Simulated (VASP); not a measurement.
Data:

```
TaZn3
1.0
    3.86865     0.00000     0.00000
    0.00000     3.86865     0.00000
    0.00000     0.00000     3.86865
Ta Zn
1 3
Direct
  0.00000   0.00000   0.00000
  0.00000   0.50000   0.50000
  0.50000   0.00000   0.50000
  0.50000   0.50000   0.00000
```

Level of theory: PBEsol GGA, VASP's PBE PAW potentials (set 64) (plane waves; VASP). Numerical set-up: 400 eV cut-off, Gaussian smearing of 0.050 eV, potentials Ta_pv Zn.

Give the energies of bands 14 to 27 at the high-symmetry points, in eV from the Fermi level.

```
band      Γ      X      M      R
----  -----  -----  -----  -----
14    -6.61  -6.77  -6.86  -6.83
15    -6.61  -6.77  -6.86  -6.83
16    -6.38  -6.69  -6.83  -6.37
17    -6.30  -6.56  -6.75  -6.37
18    -6.30  -6.51  -6.68  -6.37
19    -6.30  -6.41  -6.06  -3.02
20    -1.45  -6.30  -4.20  -3.02
21    -1.45  -1.21  -3.59  -3.02
22     0.19  -1.15  -3.59  -2.73
23     0.19  -1.15  -0.34  -1.41
24     0.19   1.85  -0.34  -1.41
25     1.90   1.88   2.18  -1.41
26     1.90   3.42   2.38   2.62
27     1.90   4.36   3.04   2.62
```

It has no gap at this level: it comes out as a metal or semimetal.

The structure comes from a computed database's TaZn3 entry (Pm-3m); how it stands against other phases isn't given here. It was relaxed first. The electron count is odd and the run is not spin-polarised, which forces a metal.
